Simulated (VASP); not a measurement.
Given:

```
Al3InSb4
1.0
    0.00000     3.12806     3.12806
    3.12806     0.00000     3.12806
   12.50669    12.50669     0.00554
In Sb Al
1 4 3
Direct
  0.00186   0.00186   0.99860
  0.23760   0.23760   0.07180
  0.24662   0.24662   0.31504
  0.25374   0.25374   0.55970
  0.26171   0.26171   0.80371
  0.99215   0.99215   0.25589
  0.99959   0.99959   0.50030
  0.00673   0.00673   0.74495
```

Level of theory: PBEsol GGA, VASP's PBE PAW potentials (set 64) (plane waves; VASP 6.6.1). Settings: 400 eV cut-off, 7×7×2 Γ-centred mesh, tetrahedra with Blöchl corrections, potentials In_d Sb Al.

Unless said otherwise, spin-orbit coupling is left out, though it shifts the bands of the heavy elements here.

What does the run give for the energy per atom (σ→0), band gap (on the k-mesh) with the smallest direct gap where there is one?

```yaml
band gap (on the k-mesh): 0.78 eV
smallest direct gap (on the k-mesh): 0.78 eV
energy per atom (σ→0): -4.275 eV/atom
```

The structure was generated: Al3InSb4 was put into an ordered model structure (R3m), which need not be its known phase. It was relaxed first.
